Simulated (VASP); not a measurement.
All values below come from PBE GGA with D3 dispersion (zero damping), VASP's PBE PAW potentials (set 64) (plane waves; VASP 6.6.1).

VASP input:

### KPOINTS
```
Automatic mesh
0
Gamma
6 6 6
0 0 0
```

File POSCAR:
```
BaTiO3
1.0
  4.0292201285   0.0000000000   0.0000000000
  0.0000000000   4.0292201285   0.0000000000
  0.0000000000   0.0000000000   4.1830322206
Ba Ti O
1 1 3
direct
  0.0000000000   0.0000000000   0.0059812494
  0.5000000000   0.5000000000   0.5248872271
  0.5000000000   0.5000000000   0.9666967441
  0.0000000000   0.5000000000   0.4832173897
  0.5000000000   0.0000000000   0.4832173897
```

**INCAR**
```
ALGO=Normal
EDIFF=1E-7
EDIFFG=-0.01
ENCUT=520
GGA=PE
IBRION=2
ISIF=4
ISMEAR=0
IVDW=11
LASPH=.TRUE.
LCHARG=.FALSE.
LMAXMIX=4
LREAL=.FALSE.
LWAVE=.FALSE.
NELM=100
NSW=30
PREC=Accurate
SIGMA=0.05
SYSTEM=BaTiO3
```

POTCAR, in this order: Ba_sv Ti_sv O (PBE.64 set). Program: vasp_std.

**Question.** What will the output report for the number of irreducible k-points (NKPTS), largest plane-wave count, number of space-group operations, FFT grid (NGX, NGY, NGZ)?

**Answer.** 
```
Quantity                                      Result
--------------------------------------  ------------
number of irreducible k-points (NKPTS)            40
largest plane-wave count                        1848
number of space-group operations                   8
FFT grid (NGX, NGY, NGZ)                30 × 30 × 32
```

The compound is BaTiO3 in the tetragonal perovskite structure. This cell is one point of a volume scan, at 1.03 of the reference volume. Symmetry was kept, so distortions that lower it aren't found.
